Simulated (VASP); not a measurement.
Data:

```xyz
1
Lattice="2.5068 0.0000 0.0000 0.0000 2.5068 0.0000 0.0000 0.0000 2.5068" Properties=species:S:1:pos:R:3 pbc="T T T"
Os     0.0000     0.0000     0.0000
```

All values below come from r2SCAN meta-GGA, VASP's PBE PAW potentials (set 64) (plane waves; VASP). Run with 400 eV cut-off, 13×13×13 Γ-centred mesh, first-order Methfessel-Paxton smearing of 0.10 eV, potentials Os.

Energy and stress use the plane-wave basis of the starting cell.

Q: The ions, cell shape and volume are relaxed. Give the cell that the relaxation ends in.

A: 
```xyz
1
Lattice="2.5394 0.0000 0.0000 0.0000 2.5394 0.0000 0.0000 0.0000 2.5394" Properties=species:S:1:pos:R:3 pbc="T T T"
Os     0.0000     0.0000     0.0000
```
Space group Pm-3m (221), at a tolerance of 0.03 Å.

Q: How do energy and volume change from the first to the last step?

A: The energy (σ→0) changes by -23.7 meV/atom and the volume by +4.0 %, in 4 ionic steps.

The structure was generated: Os was put into the simple-cubic type (Pm-3m), which need not be its known phase. This run relaxes it. Symmetry was kept, so distortions that lower it aren't found.
